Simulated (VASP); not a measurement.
Consider the following.

```
CELL_PARAMETERS angstrom
      2.89000     0.00000     0.00000
      0.00000     2.89000     0.00000
      0.00000     0.00000     2.89000
ATOMIC_POSITIONS crystal
  Al 0.50000 0.50000 0.50000
  Ni 0.00000 0.00000 0.00000
```

Computed with AM05 GGA, VASP's PBE PAW potentials (set 64) (plane waves; VASP). Numerical set-up: 520 eV cut-off, 11×11×11 Γ-centred mesh, first-order Methfessel-Paxton smearing of 0.10 eV, potentials Al Ni.

Energy and stress use the plane-wave basis of the starting cell.

Q: The ions, cell shape and volume are relaxed. Predict the relaxed structure.

A: 
```
CELL_PARAMETERS angstrom
      2.86355     0.00000     0.00000
      0.00000     2.86355     0.00000
      0.00000     0.00000     2.86355
ATOMIC_POSITIONS crystal
  Al 0.50000 0.50000 0.50000
  Ni 0.00000 0.00000 0.00000
```
Space group Pm-3m (221), at a tolerance of 0.03 Å.

Q: How do energy and volume change from the first to the last step?

A: The energy (σ→0) changes by -4.7 meV/atom and the volume by -2.7 %, in 3 ionic steps.

| step | E(σ→0) (eV) | max force (eV/Å) | pressure (GPa) | volume (Å³) |
|---|---|---|---|---|
| 1 | -11.2609 | 0.000 | -4.41 | 24.14 |
| 2 | -11.2646 | 0.000 | 3.75 | 22.99 |
| 3 | -11.2702 | 0.000 | 0.03 | 23.48 |

The compound is NiAl in the CsCl type structure. This run relaxes it. Symmetry was kept, so distortions that lower it aren't found. The run is not spin-polarised, so no magnetic state was tried. The electron count is odd and the run is not spin-polarised, which forces a metal.
